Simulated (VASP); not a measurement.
# LiH in VASP: notebook, part 2 of 2

VASP 6.6.1. Earlier steps stand in the parts before.

### Step 3. Single point, LDA

Contents of INCAR:

```
SYSTEM = Li3H2
PREC = Accurate
ENCUT = 520
EDIFF = 1E-7
ISMEAR = 0
SIGMA = 0.1
LREAL = .FALSE.
LASPH = .TRUE.
NELM = 100
ALGO = Normal
ISIF = 2
LWAVE = .FALSE.
LCHARG = .FALSE.
LDIPOL = .TRUE.
IDIPOL = 3
DIPOL = 0.5 0.5 0.476
GGA = CA
NBANDS = 14
```

Contents of KPOINTS:

```
Automatic mesh
0
G
  6 6 1
  0 0 0
```

Contents of POSCAR:

```
Li3H2
1.0
    2.8803994732      0.0000000000      0.0000000000
    1.4401997366      2.4944991168      0.0000000000
    0.0000000000      0.0000000000     22.5277544823
Li H
3 2
Direct
    0.0000000000      0.0000000000      0.3551175066
    0.6666666667      0.6666666667      0.4595147878
    1.0000000000      1.0000000000      0.6448824934
    0.3333333333      0.3333333333      0.4073161472
    1.0000000000      1.0000000000      0.5117134285
```

Potentials or basis: VASP PAW LDA potentials, release 64 (Li_sv, H).

The run is started by

```console
cat potpaw_LDA.64/Li_sv/POTCAR potpaw_LDA.64/H/POTCAR > POTCAR
mpirun -np 1 vasp_std > vasp.out
```

OUTCAR:

```text
SYSTEM = Li3H2
   PREC = Accurate
   ENCUT = 520
   EDIFF = 1E-7
   ISMEAR = 0
   LREAL = .FALSE.
   LASPH = .TRUE.
   NELM = 100
   ISIF = 2
   GGA = CA

 ion  position               nearest neighbor table
   1  0.000  0.000  0.355-
   2  0.667  0.667  0.460-
   3  0.000  0.000  0.645-
   4  0.333  0.333  0.407-
   5  0.000  0.000  0.512-

  LATTYP: Found a hexagonal cell.
 ALAT       =     2.8803994732
 C/A-ratio  =     7.8210521465

  Lattice vectors:

 A1 = (  -1.4401997366,  -2.4944991168,   0.0000000000)
 A2 = (   2.8803994732,   0.0000000000,   0.0000000000)
 A3 = (   0.0000000000,   0.0000000000,  22.5277544823)

Analysis of symmetry for initial positions (statically):
=====================================================================
 Subroutine PRICEL returns:
 Original cell was already a primitive cell.

 Routine SETGRP: Setting up the symmetry group for a
 hexagonal supercell.

 Subroutine GETGRP returns: Found  6 space group operations
[... 181 lines left out ...]
     14       5.2405      0.00000
[... 88 lines left out ...]
      1     -48.5879      2.00000
      2     -48.0833      2.00000
      3     -46.1055      2.00000
      4      -4.8597      2.00000
      5      -2.3116      0.23663
      6       0.0972      0.00000
      7       0.7057      0.00000
      8       0.7058      0.00000
      9       2.2299      0.00000
     10       2.5251      0.00000
     11       4.9698      0.00000
     12       4.9850      0.00000
     13       5.0807      0.00000
     14       5.5498      0.00000

------------------------ aborting loop because EDIFF is reached ----------------------------------------

 vacuum level on the upper side and lower side of the slab       (xc-potential included)        -0.205        -0.111

  FORCE on cell =-STRESS in cart. coord.  units (eV):
  Direction    XX          YY          ZZ          XY          YZ          ZX
  --------------------------------------------------------------------------------------
  -------------------------------------------------------------------------------------
  Total       -0.0469152     -0.0469152     -3.1909526      0.0000000      0.0000000      0.0000000
  in kB       -0.4643761     -0.4643761    -31.5847144      0.0000000      0.0000000      0.0000000
  external PRESSURE =     -10.8378222 kB  Pullay stress =       0.0000000 kB

 VOLUME and BASIS-vectors are now :
 -----------------------------------------------------------------------------
  energy-cutoff  :      520.00
  volume of cell :      161.87
      direct lattice vectors                 reciprocal lattice vectors
     2.880399473  0.000000000  0.000000000     0.347174067 -0.200441041  0.000000000
     1.440199737  2.494499117  0.000000000     0.000000000  0.400882082  0.000000000
     0.000000000  0.000000000 22.527754482     0.000000000  0.000000000  0.044389688

 POSITION                                       TOTAL-FORCE (eV/Angst)
 -----------------------------------------------------------------------------------
      0.00000      0.00000      8.00000        -0.000000     -0.000000      0.729164
      2.88040      1.66300     10.35184         0.000000      0.000000      1.054877
      0.00000      0.00000     14.52775        -0.000000     -0.000000     -0.455137
      1.44020      0.83150      9.17592        -0.000000     -0.000000     -0.872104
      0.00000      0.00000     11.52775        -0.000000     -0.000000     -0.456800
 -----------------------------------------------------------------------------------
    total drift:                               -0.000000     -0.000000     -0.000063

  FREE ENERGIE OF THE ION-ELECTRON SYSTEM (eV)
  ---------------------------------------------------
  free  energy   TOTEN  =       -12.7578399617 eV

  energy  without entropy=      -12.7420249212  energy(sigma->0) =      -12.74993244

 vacuum level on the upper side and lower side of the slab         1.530         1.629
```

OSZICAR:

```text
N       E                     dE             d eps       ncg     rms          rms(c)
DAV:   1     0.353894702620E+02    0.35389E+02   -0.50557E+03   196   0.603E+02
DAV:   2    -0.262395785490E+01   -0.38013E+02   -0.36650E+02   250   0.154E+02
DAV:   3    -0.137175249829E+02   -0.11094E+02   -0.10852E+02   386   0.425E+01
[... 18 lines left out ...]
DAV:  22    -0.127578242238E+02   -0.61256E-05   -0.10886E-05   246   0.589E-03    0.223E-03
DAV:  23    -0.127578351582E+02   -0.10934E-04   -0.47096E-07   234   0.196E-03    0.214E-03
DAV:  24    -0.127578387145E+02   -0.35564E-05   -0.41998E-07   240   0.146E-03    0.753E-04
DAV:  25    -0.127578399991E+02   -0.12846E-05   -0.10507E-07   242   0.713E-04    0.211E-03
DAV:  26    -0.127578399617E+02    0.37384E-07   -0.21310E-07   242   0.790E-04
   1 F= -.12757840E+02 E0= -.12749932E+02  d E =-.158150E-01
```

It took 38 s on 1 thread of Intel Xeon Platinum 8488C (Sapphire Rapids), shared host; peak memory 0.22 GiB.

Results:

```
Free energy            : -12.7578 eV
Largest force          : 1.055 eV/Å
Band gap on the k mesh : none (metal or under the smearing width)
```

Forces on the atoms (eV/Å):
```
Li   0.000  0.000  0.729
Li   0.000  0.000  1.055
Li   0.000  0.000 -0.455
H    0.000  0.000 -0.872
H    0.000  0.000 -0.457
```

Caveat: the k mesh is coarse (spacing up to 0.42 Å⁻¹), so the values aren't converged; the cutoff is under 1.25 times the usual one of these potentials, so pressure, stress and relaxed cells hold a basis-set (Pulay) error.
